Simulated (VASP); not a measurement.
Write the native input for VASP 6.6.1 that does the following.

| Property | Result |
| --- | --- |
| Task | single point |
| Functional | r2SCAN |
| Potentials or basis | VASP PAW PBE potentials, release 64 (Al, N) |
| Cutoff | 520 eV |
| k mesh | 9 × 9 × 6 |
| Occupations | gaussian, width 0.02 eV |
| Spin | no spin polarisation |
| Dipole correction | no |
| Further INCAR settings | ALGO = Normal; EDIFF = 1e-06; NBANDS = 16 |

Crystal: AlN.

```xyz
4
Lattice="3.1067 0.0000 0.0000 -1.5534 2.6905 0.0000 0.0000 0.0000 4.9785" Properties=species:S:1:pos:R:3 pbc="T T T"
Al    0.0000    1.7937   -0.0040
Al    1.5534    0.8968    2.4852
N     0.0000    1.7937    1.8958
N     1.5534    0.8968    4.3850
```

The input as run:

POSCAR

```
AlN
1.0
    3.1067016773      0.0000000000      0.0000000000
   -1.5533508386      2.6904825745      0.0000000000
    0.0000000000      0.0000000000      4.9784511979
Al N
2 2
Direct
    0.3333333333      0.6666666667     -0.0008032970
    0.6666666667      0.3333333333      0.4991967030
    0.3333333333      0.6666666667      0.3808032970
    0.6666666667      0.3333333333      0.8808032970
```

INCAR.step1

```
SYSTEM = AlN
ALGO     = Normal         ! electronic algorithm
EDIFF    = 1E-4           ! SCF threshold, eV
ENCUT    = 520            ! plane-wave cutoff, eV
GGA      = PE             ! functional
ISMEAR   = 0              ! smearing method
LASPH    = .True.         ! aspherical terms in the spheres
LCHARG   = .False.        ! write CHGCAR
LREAL    = .False.        ! projectors in reciprocal space
LWAVE    = .True.         ! write WAVECAR
NBANDS   = 16             ! bands
NELM     = 100            ! most SCF steps
PREC     = Accurate       ! precision mode
SIGMA    = 0.02           ! smearing width, eV
```

INCAR.step2

```
SYSTEM = AlN
ALGO     = Normal         ! electronic algorithm
EDIFF    = 1E-6           ! SCF threshold, eV
ENCUT    = 520            ! plane-wave cutoff, eV
ISIF     = 2              ! what is computed and relaxed
ISMEAR   = 0              ! smearing method
ISTART   = 1            
LASPH    = .True.         ! aspherical terms in the spheres
LCHARG   = .False.        ! write CHGCAR
LMIXTAU  = .True.       
LREAL    = .False.        ! projectors in reciprocal space
LWAVE    = .False.        ! write WAVECAR
METAGGA  = R2SCAN         ! meta-GGA
NBANDS   = 16             ! bands
NELM     = 100            ! most SCF steps
PREC     = Accurate       ! precision mode
SIGMA    = 0.02           ! smearing width, eV
```

KPOINTS

```
k-points
0
Gamma
  9 9 6
  0 0 0
```

Potentials or basis: VASP PAW PBE potentials, release 64 (Al, N).

Command:

```sh
$ cat potpaw_PBE.64/Al/POTCAR potpaw_PBE.64/N/POTCAR > POTCAR
$ cp INCAR.step1 INCAR
$ mpirun -np 1 vasp_std > vasp.out
$ cp INCAR.step2 INCAR
$ mpirun -np 1 vasp_std > vasp.out
```

It gave:

| Item | Value |
| --- | --- |
| Pressure | -0.4 GPa |
| Band gap on the k mesh | 4.92 eV, direct |

Caveat: the PAW data sets were made with another functional, which shifts forces and pressure a little; an odd mesh through Γ misses points on the zone boundary, where band edges often lie.

It took 55 s on 1 thread of Intel(R) Xeon(R) 6975P-C (Granite Rapids), on a shared host, peak memory 0.17 GiB.
